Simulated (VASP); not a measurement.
# Cr3Te5 (P-3m1) in VASP: reference runs

How does Cr3Te5 come out in PBE? The cell is run as given and disturbed.

Everything below comes from runs of VASP 6.6.1. Logs are shortened: lines on timing, memory, paths and dates and some standing lists are left out, and cuts for length are marked.

## Step 1: The crystal as given

Symmetry: P-3m1, No. 164, trigonal system. Conventional cell: a = 3.989 Å, b = 3.989 Å, c = 14.826 Å, α = 90.00°, β = 90.00°, γ = 120.00°. Around Te (site symmetry -3m) lie 12 Te at 3.57 to 3.99 Å. Te (site symmetry 3m) is surrounded by 6 Cr at 2.80 to 2.82 Å. Te (site symmetry 3m) is surrounded by 3 Cr at 2.72 Å. Around Cr (site symmetry 3m) lie 6 Te at 2.72 to 2.82 Å. Around Cr (site symmetry -3m) lie 6 Te at 2.80 Å.

The cell comes from a database or a generator and needn't be the stable form of this composition.

## Step 2: Single point, PBE, collinear spin, ferromagnetic start (atoms moved at random, drawn with an rms of 0.05 Å)

Contents of INCAR:

```
SYSTEM = Cr3Te5
ALGO     = Normal         ! electronic algorithm
EDIFF    = 1E-7           ! SCF threshold, eV
ENCUT    = 520            ! plane-wave cutoff, eV
GGA      = PE             ! functional
ISIF     = 2              ! what is computed and relaxed
ISMEAR   = -1             ! smearing method
ISPIN    = 2              ! spin polarisation
LASPH    = .True.         ! aspherical terms in the spheres
LCHARG   = .False.        ! write CHGCAR
LMAXMIX  = 4              ! l up to which the mixer works
LORBIT   = 11             ! projections on sites
LREAL    = .False.        ! projectors in reciprocal space
LWAVE    = .False.        ! write WAVECAR
MAGMOM   = 0 0 0 0 0 3 3 3 ! initial moments
NBANDS   = 47             ! bands
NELM     = 100            ! most SCF steps
PREC     = Accurate       ! precision mode
SIGMA    = 0.05           ! smearing width, eV
```

Contents of KPOINTS:

```
k-points
0
Gamma
  8 8 2
  0 0 0
```

Contents of POSCAR:

```
Cr3Te5
1.0
    3.9890758670      0.0000000000      0.0000000000
   -1.9945379335      3.4546410384      0.0000000000
    0.0000000000      0.0000000000     14.8258030000
Te Cr
5 3
Direct
    0.0003290000      0.0098180000      0.0009570000
    0.6590700000      0.3318790000      0.6097570000
    0.6743750000      0.3281000000      0.1848590000
    0.3293540000      0.6731770000      0.3930500000
    0.3339890000      0.6619740000      0.8164310000
   -0.0010110000      0.0095520000      0.7158070000
   -0.0010800000      0.0005490000      0.2819990000
   -0.0109190000     -0.0110950000      0.5009930000
```

Potentials or basis: VASP PAW PBE potentials, release 64 (Te, Cr_pv).

Started as:

```
cat potpaw_PBE.64/Te/POTCAR potpaw_PBE.64/Cr_pv/POTCAR > POTCAR
mpirun -np 1 vasp_std > vasp.out
```

OUTCAR:

```text
SYSTEM = Cr3Te5
   EDIFF = 1E-7
   ENCUT = 520
   GGA = PE
   ISIF = 2
   ISMEAR = -1
   ISPIN = 2
   LASPH = .True.
   LORBIT = 11
   LREAL = .False.
   NELM = 100
   PREC = Accurate

 ion  position               nearest neighbor table
   1  0.000  0.010  0.001-   3 3.52   5 3.54   5 3.58   3 3.59   3 3.60   5 3.61
   2  0.659  0.332  0.610-   6 2.77   6 2.78   8 2.78   6 2.82   8 2.82   8 2.83
   3  0.674  0.328  0.185-   7 2.67   7 2.73   7 2.74   1 3.52   1 3.59   1 3.60
   4  0.329  0.673  0.393-   8 2.77   8 2.79   7 2.81   7 2.84   7 2.85   8 2.85
   5  0.334  0.662  0.816-   6 2.70   6 2.74   6 2.79   1 3.54   1 3.58   1 3.61
   6  0.999  0.010  0.716-   5 2.70   5 2.74   2 2.77   2 2.78   5 2.79   2 2.82
   7  0.999  0.001  0.282-   3 2.67   3 2.73   3 2.74   4 2.81   4 2.84   4 2.85
   8  0.989  0.989  0.501-   4 2.77   2 2.78   4 2.79   2 2.82   2 2.83   4 2.85

  LATTYP: Found a hexagonal cell.
 ALAT       =     3.9890758670
 C/A-ratio  =     3.7166009107

  Lattice vectors:

 A1 = (   3.9890758670,   0.0000000000,   0.0000000000)
 A2 = (  -1.9945379335,   3.4546410384,   0.0000000000)
 A3 = (   0.0000000000,   0.0000000000,  14.8258030000)

Analysis of symmetry for initial positions (statically):
=====================================================================
 Subroutine PRICEL returns:
 Original cell was already a primitive cell.

 Routine SETGRP: Setting up the symmetry group for a
 hexagonal supercell.

 Subroutine GETGRP returns: Found  1 space group operations
 (whereof  1 operations were pure point group operations)
 out of a pool of 24 trial point group operations.

The static configuration has the point symmetry C_1 .

Analysis of symmetry for dynamics (positions and initial velocities):
=====================================================================
 Subroutine PRICEL returns:
 Original cell was already a primitive cell.

 Routine SETGRP: Setting up the symmetry group for a
 hexagonal supercell.

 Subroutine GETGRP returns: Found  1 space group operations
 (whereof  1 operations were pure point group operations)
 out of a pool of 24 trial point group operations.

The dynamic configuration has the point symmetry C_1 .

Analysis of structural, dynamic, and magnetic symmetry:
=====================================================================
 Subroutine PRICEL returns:
 Original cell was already a primitive cell.

 Routine SETGRP: Setting up the symmetry group for a
 hexagonal supercell.

 Subroutine GETGRP returns: Found  1 space group operations
 (whereof  1 operations were pure point group operations)
 out of a pool of 24 trial point group operations.

The overall configuration has the point symmetry C_1 .

 Subroutine INISYM returns: Found  1 space group operations
 (whereof  1 operations are pure point group operations),
 and found     1 'primitive' translations

----------------------------------------------------------------------------------------

                                     Primitive cell

  volume of cell :     204.3118

  direct lattice vectors                    reciprocal lattice vectors
     3.989075867  0.000000000  0.000000000     0.250684628  0.144732837  0.000000000
    -1.994537933  3.454641038  0.000000000     0.000000000  0.289465675  0.000000000
     0.000000000  0.000000000 14.825803000     0.000000000  0.000000000  0.067449972

  length of vectors
     3.989075867  3.989075867 14.825803000     0.289465675  0.289465675  0.067449972

  position of ions in fractional coordinates (direct lattice)
     0.000329000  0.009818000  0.000957000
     0.659070000  0.331879000  0.609757000
     0.674375000  0.328100000  0.184859000
     0.329354000  0.673177000  0.393050000
     0.333989000  0.661974000  0.816431000
     0.998989000  0.009552000  0.715807000
     0.998920000  0.000549000  0.281999000
     0.989081000  0.988905000  0.500993000

  ion indices of the primitive-cell ions
[... 40 lines left out ...]
  0.000000  0.125000  0.000000      2.000000
 -0.125000  0.125000  0.000000      2.000000
  0.250000  0.000000  0.000000      2.000000
  0.000000  0.250000  0.000000      2.000000
[... 16 lines left out ...]
  0.375000  0.125000  0.000000      2.000000
 -0.125000  0.500000  0.000000      2.000000
 [... further k-points ...]
   k-points           NKPTS =     68   k-points in BZ     NKDIM =     68   number of bands    NBANDS=     47
   number of dos      NEDOS =    301   number of ions     NIONS =      8
   total plane-waves  NPLWV = 100800
   dimension x,y,z NGX =    30 NGY =   30 NGZ =  112
   dimension x,y,z NGXF=    60 NGYF=   60 NGZF=  224
   ions per type =               5   3
   NGX,Y,Z   is equivalent  to a cutoff of  12.50, 12.50, 12.56 a.u.
   NGXF,Y,Z  is equivalent  to a cutoff of  25.01, 25.01, 25.12 a.u.
 SYSTEM =  Cr3Te5
   PREC   = accura    normal or accurate (medium, high low for compatibility)
   ISTART =      0    job   : 0-new  1-cont  2-samecut
   ICHARG =      2    charge: 1-file 2-atom 10-const
   ISPIN  =      2    spin polarized calculation?
   LNONCOLLINEAR =      F non collinear calculations
   LSORBIT =      F    spin-orbit coupling
   LASPH  =      T    aspherical Exc in radial PAW
   ENCUT  =  520.0 eV  38.22 Ry    6.18 a.u.   7.42  7.42 27.57*2*pi/ulx,y,z
   NELM   =    100;   NELMIN=  2; NELMDL= -5     # of ELM steps
   EDIFF  = 0.1E-06   stopping-criterion for ELM
   LREAL  =      F    real-space projection
[... 7 lines left out ...]
   TEBEG  =    0.0;   TEEND  =   0.0 temperature during run
   PSTRESS=    0.0 pullay stress
   NELECT =      66.0000    total number of electrons
   NUPDOWN=      -1.0000    fix difference up-down
   EMIN   =  10.00;   EMAX   =-10.00  energy-range for DOS
   EFERMI =   0.00;   METHOD = LEGACY
   ISMEAR =    -1;   SIGMA  =   0.05  broadening in eV -4-tet -1-fermi 0-gaus
   EFERMI_NEDOS =   21; number of points for ismear=-14 and -15
   IALGO  =     38    algorithm
   IMIX   =      4    mixing-type and parameters
     AMIX     =   0.40;   BMIX     =  1.00
     AMIX_MAG =   1.60;   BMIX_MAG =  1.00
  volume/ion in A,a.u.               =      25.54       172.35
  Fermi-wavevector in a.u.,A,eV,Ry     =   1.123289  2.122709 17.167546  1.261779
  Thomas-Fermi vector in A             =   2.259955
   LORBIT       =     11    0 simple, 1 ext, 2 COOP (PROOUT), +10 PAW based schemes
   GGA     = PE    functional components
   LHFCALC =     F    Hartree Fock is set to
   AEXX    =    0.0000 exact exchange contribution
   IVDW    =     0    specifies the selected vdW correction
   LEPSILON=     F    determine dielectric tensor
   LRPA    =     F    only Hartree local field effects (RPA)
 spin polarized calculation
  energy-cutoff  :      520.00
  volume of cell :      204.31
 maximum number of plane-waves:      5545
 NGX is ok and might be reduce to    30
   NGX = 15   NGY = 15   NGZ = 55

 number of electron      66.0000004 magnetization       9.6149067

 number of electron      66.0000004 magnetization      10.7423454

 Free energy of the ion-electron system (eV)
  ---------------------------------------------------
  ext. energy  EPLUGINS =         0.00000000
  ---------------------------------------------------
  free energy    TOTEN  =       -43.96012426 eV

  energy without entropy =      -43.91732764  energy(sigma->0) =      -43.93872595

 E-fermi :   6.9396     XC(G=0):  -9.9816

 val. band max:        6.9393819391   @ k =  -0.3750   0.3750   0.0000
 cond. band min:       6.9402559353   @ k =   0.2500   0.1250   0.5000
 fundamental gap:      0.0008739963
 Fermi energy:         6.9396409582

 spin component 1

 k-point     1 :       0.0000    0.0000    0.0000
  band No.  band energies     occupation
      1     -37.4420      1.00000
      2     -37.4406      1.00000
      3     -37.4288      1.00000
      4     -37.2965      1.00000
      5     -37.2924      1.00000
      6     -37.2908      1.00000
[... 1141 lines left out ...]
     44       8.8060      0.00000
     45      10.3316      0.00000

 [... further k-points ...]

 spin component 2

 k-point     1 :       0.0000    0.0000    0.0000
  band No.  band energies     occupation
      1     -34.0495      1.00000
      2     -34.0439      1.00000
      3     -34.0389      1.00000
      4     -34.0249      1.00000
      5     -34.0209      1.00000
      6     -34.0134      1.00000
[... 1141 lines left out ...]
     44      10.2655      0.00000
     45      11.3022      0.00000

 [... further k-points ...]

 [bands above 45 left out]

------------------------ aborting loop because EDIFF is reached ----------------------------------------

  FORCE on cell =-STRESS in cart. coord.  units (eV):
  Direction    XX          YY          ZZ          XY          YZ          ZX
  --------------------------------------------------------------------------------------
  -------------------------------------------------------------------------------------
  Total       -0.1033923     -0.3082387      0.4536069     -0.0825625      0.0215491      0.2220914
  in kB       -0.8107841     -2.4171543      3.5571055     -0.6474403      0.1689842      1.7416018
  external PRESSURE =       0.1097224 kB  Pullay stress =       0.0000000 kB

 VOLUME and BASIS-vectors are now :
 -----------------------------------------------------------------------------
  energy-cutoff  :      520.00
  volume of cell :      204.31
      direct lattice vectors                 reciprocal lattice vectors
     3.989075867  0.000000000  0.000000000     0.250684628  0.144732837  0.000000000
    -1.994537933  3.454641038  0.000000000     0.000000000  0.289465675  0.000000000
     0.000000000  0.000000000 14.825803000     0.000000000  0.000000000  0.067449972

 POSITION                                       TOTAL-FORCE (eV/Angst)
 -----------------------------------------------------------------------------------
     -0.01827      0.03392      0.01419        -0.013874      0.017710     -0.028450
      1.96713      1.14652      9.04014         0.042859      0.011025     -0.139141
      2.03573      1.13347      2.74068        -0.195073      0.088392     -0.087464
     -0.02886      2.32558      5.82728         0.103268     -0.218677     -0.029702
      0.01198      2.28688     12.10425        -0.117341      0.163416     -0.080211
      3.96599      0.03300     10.61241         0.087500     -0.238058      0.331134
      3.98367      0.00190      4.18086         0.136130     -0.026184      0.067599
      1.97311      3.41631      7.42762        -0.043469      0.202376     -0.033764
 -----------------------------------------------------------------------------------
    total drift:                               -0.000159     -0.000216     -0.001489

  FREE ENERGIE OF THE ION-ELECTRON SYSTEM (eV)
  ---------------------------------------------------
  free  energy   TOTEN  =       -43.9601242570 eV

  energy  without entropy=      -43.9173276417  energy(sigma->0) =      -43.93872595

 total charge

# of ion       s       p       d       tot
------------------------------------------
    1        1.430   1.751   0.017   3.198
    2        1.348   2.048   0.055   3.452
    3        1.390   1.942   0.042   3.374
    4        1.349   2.043   0.052   3.444
    5        1.392   1.930   0.040   3.361
    6        0.259   6.197   4.144  10.600
    7        0.260   6.192   4.143  10.595
    8        0.226   6.176   4.171  10.574
--------------------------------------------------
tot          7.655  28.278  12.665  48.598

 magnetization (x)

# of ion       s       p       d       tot
------------------------------------------
    1        0.004   0.273   0.000   0.277
    2       -0.002  -0.125   0.021  -0.106
    3        0.008  -0.173   0.012  -0.153
    4       -0.001  -0.126   0.020  -0.107
    5        0.008  -0.175   0.010  -0.157
    6        0.054   0.035   3.185   3.274
    7        0.055   0.034   3.201   3.289
    8        0.044   0.032   3.392   3.467
--------------------------------------------------
tot          0.169  -0.226   9.840   9.784
```

It took 56 min on 1 thread of AMD EPYC 7R43 (Zen 3), shared host; peak memory 0.93 GiB.

What came out:

```yaml
Free_energy: -43.9601 eV
Pressure: 0.0 GPa
Largest_force: 0.417 eV/Å
Band_gap_on_the_k_mesh: none (metal or under the smearing width)
Net_moment: 10.74 μB per cell
Site_moments: Te +0.28, -0.11, -0.15, -0.16; Cr +3.27, +3.29, +3.47 μB
Valence_electrons_inside_the_program's_atomic_spheres: Te 3.20, 3.45, 3.37, 3.44, 3.36; Cr 10.60, 10.57
```

Forces on the atoms (eV/Å):
```
Te  -0.014  0.018 -0.028
Te   0.043  0.011 -0.139
Te  -0.195  0.088 -0.087
Te   0.103 -0.219 -0.030
Te  -0.117  0.163 -0.080
Cr   0.087 -0.238  0.331
Cr   0.136 -0.026  0.068
Cr  -0.043  0.202 -0.034
```

Caveat: only a ferromagnetic start was run, and an antiferromagnetic order may lie lower in energy.

(Continued in part 2 of 2.)
